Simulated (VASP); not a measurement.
Input of a VASP 6.6.1 run:

INCAR

```
  ALGO = Normal
  EDIFF = 1E-7
  ENCUT = 520
  ISIF = 2
  ISMEAR = 0
  LASPH = True
  LCHARG = False
  LREAL = False
  LWAVE = False
  NBANDS = 13
  NELM = 100
  PREC = Accurate
  SIGMA = 0.1
```

Contents of KPOINTS:

```
k-points
0
Gamma
  9 9 9
```

POSCAR

```
Be3Si
1.0
   -1.7055660000      1.7055660000      3.4231330000
    1.7055660000     -1.7055660000      3.4231330000
    1.7055660000      1.7055660000     -3.4231330000
Be Si
3 1
Direct
    0.7500000000      0.2500000000      0.5000000000
    0.2500000000      0.7500000000      0.5000000000
    0.5000000000      0.5000000000      0.0000000000
    0.0000000000      0.0000000000      0.0000000000
```

Potentials or basis: VASP PAW LDA potentials, release 64 (Be, Si).

Launch:

```sh
$ cat potpaw_LDA.64/Be/POTCAR potpaw_LDA.64/Si/POTCAR > POTCAR
$ mpirun -np 1 vasp_std > vasp.out
```

Task: Estimate the band gap on the k mesh.

Result: None (metal or under the smearing width).

Task: Predict the pressure.

Result: -5.3 GPa.

Stress tensor (GPa, compression positive):
```
-5.51  0.00  0.00
 0.00 -5.51  0.00
 0.00  0.00 -4.89
```
